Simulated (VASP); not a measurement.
# Sb2TeO2 (Pnnm) in VASP: single point with r2SCAN

Aim: the single point of Sb2TeO2 with r2SCAN.

Everything below comes from runs of VASP 6.6.1. Logs are shortened: lines on timing, memory, paths and dates and some standing lists are left out, and cuts for length are marked.

### 1 The structure

Symmetry: Pnnm, No. 58, orthorhombic system. The conventional cell has a = 3.906 Å, b = 12.546 Å, c = 3.901 Å, α = 90.00°, β = 90.00°, γ = 90.00°. Sb (site symmetry m) has 4 O at 2.23 to 2.37 Å as nearest neighbours. Te (site symmetry 2/m) has 8 Sb at 3.30 to 3.44 Å and 8 O at 3.67 to 3.72 Å as nearest neighbours. O (site symmetry m) has 4 Sb at 2.23 to 2.37 Å as nearest neighbours.

The cell was built by a generator and needn't be a form met in nature.

### 2 Single point, r2SCAN

INCAR

```
PREC = Accurate
ENCUT = 520
EDIFF = 1E-6
ISMEAR = 0
SIGMA = 0.1
LREAL = F
LASPH = T
NELM = 150
ALGO = Normal
ISIF = 2
LWAVE = F
LCHARG = F
METAGGA = R2SCAN
LMIXTAU = T
NBANDS = 39
KPAR = 4
```

KPOINTS

```
regular mesh
0
Gamma
  8 4 8
```

POSCAR

```
Sb2TeO2
1.0
    3.9058100000      0.0000000000      0.0000000000
    0.0000000000     12.5464100000      0.0000000000
    0.0000000000      0.0000000000      3.9007200000
Sb Te O
4 2 4
Direct
    0.5321070000      0.1539610000      0.5000000000
    0.0321070000      0.3460390000      0.0000000000
    0.9678930000      0.6539610000      0.0000000000
    0.4678930000      0.8460390000      0.5000000000
    0.0000000000      0.0000000000      0.0000000000
    0.5000000000      0.5000000000      0.5000000000
    0.0110860000      0.2502090000      0.5000000000
    0.5110860000      0.2497910000      0.0000000000
    0.4889140000      0.7502090000      0.0000000000
    0.9889140000      0.7497910000      0.5000000000
```

Potentials or basis: VASP PAW PBE potentials, release 64 (Sb, Te, O).

Run with:

```bash
$ cat potpaw_PBE.64/Sb/POTCAR potpaw_PBE.64/Te/POTCAR potpaw_PBE.64/O/POTCAR > POTCAR
$ mpirun -np 4 vasp_std > vasp.out
```

OUTCAR:

```text
PREC = Accurate
   ENCUT = 520
   EDIFF = 1E-6
   ISMEAR = 0
   LREAL = F
   LASPH = T
   NELM = 150
   ISIF = 2
   METAGGA = R2SCAN

 ion  position               nearest neighbor table
   1  0.532  0.154  0.500-   7 2.23   8 2.29   8 2.29   7 2.37   5 3.30   5 3.30   5 3.44   5 3.44
                             2 3.66   2 3.66   2 3.66   2 3.66
   2  0.032  0.346  0.000-   8 2.23   7 2.29   7 2.29   8 2.37   6 3.30   6 3.30   6 3.44   6 3.44
                             1 3.66   1 3.66   1 3.66   1 3.66
   3  0.968  0.654  0.000-   9 2.23  10 2.29  10 2.29   9 2.37   6 3.30   6 3.30   6 3.44   6 3.44
                             4 3.66   4 3.66   4 3.66   4 3.66
   4  0.468  0.846  0.500-  10 2.23   9 2.29   9 2.29  10 2.37   5 3.30   5 3.30   5 3.44   5 3.44
                             3 3.66   3 3.66   3 3.66   3 3.66
   5  0.000  0.000  0.000-   1 3.30   4 3.30   1 3.30   4 3.30   1 3.44   1 3.44   4 3.44   4 3.44

   6  0.500  0.500  0.500-   2 3.30   3 3.30   2 3.30   3 3.30   2 3.44   2 3.44   3 3.44   3 3.44

   7  0.011  0.250  0.500-   1 2.23   2 2.29   2 2.29   1 2.37
   8  0.511  0.250  0.000-   2 2.23   1 2.29   1 2.29   2 2.37
   9  0.489  0.750  0.000-   3 2.23   4 2.29   4 2.29   3 2.37
  10  0.989  0.750  0.500-   4 2.23   3 2.29   3 2.29   4 2.37

  LATTYP: Found a simple orthorhombic cell.
 ALAT       =     3.9007200000
 B/A-ratio  =     1.0013048873
 C/A-ratio  =     3.2164344019

  Lattice vectors:

 A1 = (   0.0000000000,   0.0000000000,   3.9007200000)
 A2 = (   3.9058100000,   0.0000000000,   0.0000000000)
 A3 = (   0.0000000000,  12.5464100000,   0.0000000000)

Analysis of symmetry for initial positions (statically):
=====================================================================
 Subroutine PRICEL returns:
 Original cell was already a primitive cell.

 Routine SETGRP: Setting up the symmetry group for a
 simple orthorhombic supercell.

 Subroutine GETGRP returns: Found  8 space group operations
 (whereof  4 operations were pure point group operations)
 out of a pool of  8 trial point group operations.

The static configuration has the point symmetry C_2h.
 The point group associated with its full space group is D_2h.

Analysis of symmetry for dynamics (positions and initial velocities):
=====================================================================
 Subroutine PRICEL returns:
 Original cell was already a primitive cell.

 Routine SETGRP: Setting up the symmetry group for a
 simple orthorhombic supercell.

 Subroutine GETGRP returns: Found  8 space group operations
 (whereof  4 operations were pure point group operations)
 out of a pool of  8 trial point group operations.

The dynamic configuration has the point symmetry C_2h.
 The point group associated with its full space group is D_2h.

 Subroutine INISYM returns: Found  8 space group operations
 (whereof  4 operations are pure point group operations),
 and found     1 'primitive' translations

----------------------------------------------------------------------------------------

                                     Primitive cell

  volume of cell :     191.1505

  direct lattice vectors                    reciprocal lattice vectors
     3.905810000  0.000000000  0.000000000     0.256028839  0.000000000  0.000000000
     0.000000000 12.546410000  0.000000000     0.000000000  0.079704075  0.000000000
     0.000000000  0.000000000  3.900720000     0.000000000  0.000000000  0.256362928

  length of vectors
     3.905810000 12.546410000  3.900720000     0.256028839  0.079704075  0.256362928

  position of ions in fractional coordinates (direct lattice)
     0.532107000  0.153961000  0.500000000
     0.032107000  0.346039000  0.000000000
     0.967893000  0.653961000  0.000000000
     0.467893000  0.846039000  0.500000000
     0.000000000  0.000000000  0.000000000
     0.500000000  0.500000000  0.500000000
     0.011086000  0.250209000  0.500000000
     0.511086000  0.249791000  0.000000000
     0.488914000  0.750209000  0.000000000
     0.988914000  0.749791000  0.500000000

  ion indices of the primitive-cell ions
   primitive index   ion index
                 1           1
                 2           2
                 3           3
                 4           4
                 5           5
                 6           6
                 7           7
                 8           8
                 9           9
                10          10

----------------------------------------------------------------------------------------

 KPOINTS: regular mesh

Automatic generation of k-mesh.
 Grid dimensions read from file:
 generate k-points for:    8    4    8

 Generating k-lattice:

  Cartesian coordinates                     Fractional coordinates (reciprocal lattice)
     0.032003605  0.000000000  0.000000000     0.125000000  0.000000000  0.000000000
     0.000000000  0.019926019  0.000000000     0.000000000  0.250000000  0.000000000
     0.000000000  0.000000000  0.032045366     0.000000000  0.000000000  0.125000000

  Length of vectors
     0.032003605  0.019926019  0.032045366

  Shift w.r.t. Gamma in fractional coordinates (k-lattice)
     0.000000000  0.000000000  0.000000000

 Subroutine IBZKPT returns following result:
 ===========================================

 Found     75 irreducible k-points:

 Following reciprocal coordinates:
            Coordinates               Weight
  0.000000  0.000000  0.000000      1.000000
  0.125000  0.000000  0.000000      2.000000
  0.250000  0.000000  0.000000      2.000000
  0.375000  0.000000  0.000000      2.000000
  0.500000  0.000000  0.000000      1.000000
  0.000000  0.250000  0.000000      2.000000
[... 16 lines left out ...]
  0.250000  0.250000  0.125000      8.000000
  0.375000  0.250000  0.125000      8.000000
 [... further k-points ...]
   k-points           NKPTS =     75   k-points in BZ     NKDIM =     75   number of bands    NBANDS=     39
   number of dos      NEDOS =    301   number of ions     NIONS =     10
   total plane-waves  NPLWV =  86400
   dimension x,y,z NGX =    30 NGY =   96 NGZ =   30
   dimension x,y,z NGXF=    60 NGYF=  192 NGZF=   60
   ions per type =               4   2   4
   NGX,Y,Z   is equivalent  to a cutoff of  12.77, 12.72, 12.79 a.u.
   NGXF,Y,Z  is equivalent  to a cutoff of  25.54, 25.44, 25.57 a.u.
 SYSTEM =  unknown system
   PREC   = accura    normal or accurate (medium, high low for compatibility)
   ISTART =      0    job   : 0-new  1-cont  2-samecut
   ICHARG =      2    charge: 1-file 2-atom 10-const
   ISPIN  =      1    spin polarized calculation?
   LNONCOLLINEAR =      F non collinear calculations
   LSORBIT =      F    spin-orbit coupling
   LASPH  =      T    aspherical Exc in radial PAW
   ENCUT  =  520.0 eV  38.22 Ry    6.18 a.u.   7.26 23.33  7.25*2*pi/ulx,y,z
   NELM   =    150;   NELMIN=  2; NELMDL= -5     # of ELM steps
   EDIFF  = 0.1E-05   stopping-criterion for ELM
   LREAL  =      F    real-space projection
   EDIFFG = 0.1E-04   stopping-criterion for IOM
   NSW    =      0    number of steps for IOM
   IBRION =     -1    ionic relax: 0-MD 1-quasi-New 2-CG
   NFREE  =      0    steps in history (QN), initial steepest desc. (CG)
   ISIF   =      2    stress and relaxation
   ISYM   =      2    0-nonsym 1-usesym 2-fastsym
   POTIM  = 0.5000    time-step for ionic-motion
   TEBEG  =    0.0;   TEEND  =   0.0 temperature during run
   PSTRESS=    0.0 pullay stress
   NELECT =      56.0000    total number of electrons
   NUPDOWN=      -1.0000    fix difference up-down
   EMIN   =  10.00;   EMAX   =-10.00  energy-range for DOS
   EFERMI =   0.00;   METHOD = LEGACY
   ISMEAR =     0;   SIGMA  =   0.10  broadening in eV -4-tet -1-fermi 0-gaus
   EFERMI_NEDOS =   21; number of points for ismear=-14 and -15
   IALGO  =     38    algorithm
   IMIX   =      4    mixing-type and parameters
     AMIX     =   0.40;   BMIX     =  1.00
     AMIX_MAG =   1.60;   BMIX_MAG =  1.00
  volume/ion in A,a.u.               =      19.12       128.99
  Fermi-wavevector in a.u.,A,eV,Ry     =   1.087291  2.054682 16.084825  1.182201
  Thomas-Fermi vector in A             =   2.223447
   LORBIT       =      0    0 simple, 1 ext, 2 COOP (PROOUT), +10 PAW based schemes
   METAGGA = R2SCAN    functional components
   LHFCALC =     F    Hartree Fock is set to
   AEXX    =    0.0000 exact exchange contribution
   IVDW    =     0    specifies the selected vdW correction
   LEPSILON=     F    determine dielectric tensor
   LRPA    =     F    only Hartree local field effects (RPA)
 non-spin polarized calculation
 Gauss-broadening in eV      SIGMA  =   0.10
  energy-cutoff  :      520.00
  volume of cell :      191.15
 maximum number of plane-waves:      5173
 NGX is ok and might be reduce to    30
   NGX = 15   NGY = 47   NGZ = 15

 number of electron      56.0000004 magnetization

 Free energy of the ion-electron system (eV)
  ---------------------------------------------------
  ext. energy  EPLUGINS =         0.00000000
  ---------------------------------------------------
  free energy    TOTEN  =      -185.57560937 eV

  energy without entropy =     -185.57110960  energy(sigma->0) =     -185.57335949

 E-fermi :   7.8919     XC(G=0): -10.8200

 val. band max:        7.8810183925   @ k =   0.5000   0.2500   0.5000
 cond. band min:       7.9566308267   @ k =   0.0000   0.2500   0.0000
 fundamental gap:      0.0756124342
 Fermi energy:         7.8918909470

 k-point     1 :       0.0000    0.0000    0.0000
  band No.  band energies     occupation
      1     -13.8374      2.00000
      2     -13.8312      2.00000
      3     -11.8982      2.00000
      4     -11.8979      2.00000
      5      -5.0077      2.00000
      6      -4.4237      2.00000
[... 31 lines left out ...]
     38      11.9341      0.00000
     39      12.7008      0.00000
[... 964 lines left out ...]
     38      12.0748      0.00000
     39      12.2063      0.00000

 [... further k-points ...]

------------------------ aborting loop because EDIFF is reached ----------------------------------------

  FORCE on cell =-STRESS in cart. coord.  units (eV):
  Direction    XX          YY          ZZ          XY          YZ          ZX
  --------------------------------------------------------------------------------------
  -------------------------------------------------------------------------------------
  Total       -3.3948968     -2.8847461     -3.4413574      0.0000000      0.0000000      0.0000000
  in kB      -28.4552095    -24.1792490    -28.8446316      0.0000000      0.0000000      0.0000000
  external PRESSURE =     -27.1596967 kB  Pullay stress =       0.0000000 kB

 VOLUME and BASIS-vectors are now :
 -----------------------------------------------------------------------------
  energy-cutoff  :      520.00
  volume of cell :      191.15
      direct lattice vectors                 reciprocal lattice vectors
     3.905810000  0.000000000  0.000000000     0.256028839  0.000000000  0.000000000
     0.000000000 12.546410000  0.000000000     0.000000000  0.079704075  0.000000000
     0.000000000  0.000000000  3.900720000     0.000000000  0.000000000  0.256362928

 POSITION                                       TOTAL-FORCE (eV/Angst)
 -----------------------------------------------------------------------------------
      2.07831      1.93166      1.95036         0.100885      0.348811     -0.000000
      0.12540      4.34155      0.00000         0.100885     -0.348811      0.000000
      3.78041      8.20486      0.00000        -0.100885      0.348811      0.000000
      1.82750     10.61475      1.95036        -0.100885     -0.348811      0.000000
      0.00000      0.00000      0.00000         0.000000      0.000000      0.000000
      1.95290      6.27320      1.95036         0.000000      0.000000      0.000000
      0.04330      3.13922      1.95036        -0.079587     -0.011758      0.000000
      1.99620      3.13398      0.00000        -0.079587      0.011758      0.000000
      1.90961      9.41243      0.00000         0.079587     -0.011758      0.000000
      3.86251      9.40719      1.95036         0.079587      0.011758      0.000000
 -----------------------------------------------------------------------------------
    total drift:                                0.000000      0.000000      0.000000

  FREE ENERGIE OF THE ION-ELECTRON SYSTEM (eV)
  ---------------------------------------------------
  free  energy   TOTEN  =      -185.5756093731 eV

  energy  without entropy=     -185.5711095975  energy(sigma->0) =     -185.57335949
```

It took 7 min on 4 MPI ranks of Intel Xeon 6975P-C (Granite Rapids), shared host; peak memory 0.64 GiB.

Results:

```yaml
Free_energy: -185.5756 eV
Pressure: -2.7 GPa
Largest_force: 0.363 eV/Å
Band_gap_on_the_k_mesh: none (metal or under the smearing width)
```

Forces on the atoms (eV/Å):
```
Sb   0.101  0.349  0.000
Sb   0.101 -0.349  0.000
Sb  -0.101  0.349  0.000
Sb  -0.101 -0.349  0.000
Te   0.000  0.000  0.000
Te   0.000  0.000  0.000
O   -0.080 -0.012  0.000
O   -0.080  0.012  0.000
O    0.080 -0.012  0.000
O    0.080  0.012  0.000
```

Stress tensor (GPa, compression positive):
```
-2.85  0.00  0.00
 0.00 -2.42  0.00
 0.00  0.00 -2.88
```

Caveat: the PAW data sets were made with another functional, which shifts forces and pressure a little. The run has no spin-orbit coupling, so splittings on Sb, Te are missing.
